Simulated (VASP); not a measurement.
Input:

```
CELL_PARAMETERS angstrom
      4.21806     0.00000     0.00000
      0.00000     4.21806     0.00000
      0.00000     0.00000     4.21806
ATOMIC_POSITIONS crystal
  Co 0.85203 0.64797 0.35203
  Co 0.35203 0.85203 0.64797
  Co 0.14797 0.14797 0.14797
  Co 0.64797 0.35203 0.85203
  Si 0.15582 0.34418 0.65582
  Si 0.65582 0.15582 0.34418
  Si 0.84418 0.84418 0.84418
  Si 0.34418 0.65582 0.15582
```

Level of theory: LDA (Ceperley-Alder, Perdew-Zunger), VASP's LDA PAW potentials (set 64) (plane waves; VASP). Run with 500 eV cut-off, 7×7×7 Γ-centred mesh, first-order Methfessel-Paxton smearing of 0.10 eV, potentials Co Si.

Energy and stress use the plane-wave basis of the starting cell.

### Question
The ions, cell shape and volume at an external pressure of 45.0 GPa are relaxed. What does this cell relax into?

### Answer

```
CELL_PARAMETERS angstrom
      4.16708     0.00000     0.00000
      0.00000     4.16708     0.00000
      0.00000     0.00000     4.16708
ATOMIC_POSITIONS crystal
  Co 0.85149 0.64851 0.35148
  Co 0.35148 0.85149 0.64851
  Co 0.14852 0.14852 0.14852
  Co 0.64851 0.35148 0.85149
  Si 0.15552 0.34448 0.65552
  Si 0.65552 0.15552 0.34448
  Si 0.84448 0.84448 0.84448
  Si 0.34448 0.65552 0.15552
```
Space group P2_13 (198), at a tolerance of 0.03 Å.

### Question
How do energy and volume change from the first to the last step?

### Answer
The energy (σ→0) changes by +78.4 meV/atom and the volume by -3.6 %, in 7 ionic steps.

The compound is CoSi in the B20 structure. This run relaxes it under an external pressure of 45 GPa. Symmetry was kept, so distortions that lower it aren't found. The run is not spin-polarised, so no magnetic state was tried.
